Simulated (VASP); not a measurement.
Set up this calculation in VASP 6.6.1, as the native input.

```yaml
Task: single point
Functional: RPBE
Dispersion: D4
Potentials_or_basis: VASP PAW PBE potentials, release 64 (V_sv, Cl, Mg, O)
Cutoff: 520 eV
k_mesh: 7 × 7 × 7
Occupations: tetrahedron
Spin: collinear spin, ferromagnetic start
Starting_moments: "[2.0, 0.0, 0.0, 0.0, 0.0] μB"
Hubbard_terms: V d U = 7 eV, J = 0.5 eV
LDAUTYPE: 2
Hund's_J: 0.5
Further_INCAR_settings: ALGO = Fast; EDIFF = 1e-07
```

The structure of MgVCl2O lies in POSCAR:

```
MgVCl2O
1.0
    6.6203369699     -1.9615760065      0.0000000000
    6.6203369699      1.9615760065      0.0000000000
   -1.3957237544      0.0000000000      4.0863273679
V Cl Mg O
1 2 1 1
Direct
    0.0014305000      0.0014305000      0.9784580000
    0.6302280000      0.6302280000      0.1115470000
    0.3677760000      0.3677760000      0.8464830000
    0.4909220000      0.4909220000      0.4664290000
    0.9960985000      0.9960985000      0.4735920000
```

The cell comes from a database or a generator and needn't be the stable form of this composition.

The input as run:

INCAR

```
PREC = Accurate ; ENCUT = 520
EDIFF = 1E-7 ; ISMEAR = -5
SIGMA = 0.05 ; LREAL = False
LASPH = True ; NELM = 120
ALGO = Fast ; ISIF = 2
LWAVE = False ; LCHARG = False
ISPIN = 2 ; MAGMOM = 2 0 0 0 0
LORBIT = 11 ; LMAXMIX = 4
LDAU = True ; LDAUTYPE = 2
LDAUL = 2 -1 -1 -1 ; LDAUU = 7 0 0 0
LDAUJ = 0.5 0 0 0 ; LDAUPRINT = 1
GGA = RP ; IVDW = 13
```

KPOINTS

```
regular mesh
0
Gamma
  7 7 7
```

Potentials or basis: VASP PAW PBE potentials, release 64 (V_sv, Cl, Mg, O).

The run is started by

```sh
$ cat potpaw_PBE.64/V_sv/POTCAR potpaw_PBE.64/Cl/POTCAR potpaw_PBE.64/Mg/POTCAR potpaw_PBE.64/O/POTCAR > POTCAR
$ mpirun -np 1 vasp_std > vasp.out
```

It gave:

```json
{
  "Pressure": "1.1 GPa",
  "Largest force": "0.293 eV/Å",
  "Band gap on the k mesh": "3.26 eV, indirect (least direct gap 4.47 eV)",
  "Net moment": "3.00 μB per cell",
  "Site moments": "V +2.75; Cl -0.01; Mg +0.00; O +0.02 μB",
  "Valence electrons inside the program's atomic spheres": "V 11.33; Cl 5.19; Mg 0.35; O 5.08",
  "Dispersion energy per atom": "-0.346 eV"
}
```

Caveat: the PAW data sets were made with another functional, which shifts forces and pressure a little; an odd mesh through Γ misses points on the zone boundary, where band edges often lie.

Wall time 12 min on 1 thread of AMD EPYC 9R45 96-Core Processor (Zen 5), on a shared host, peak memory 0.63 GiB.
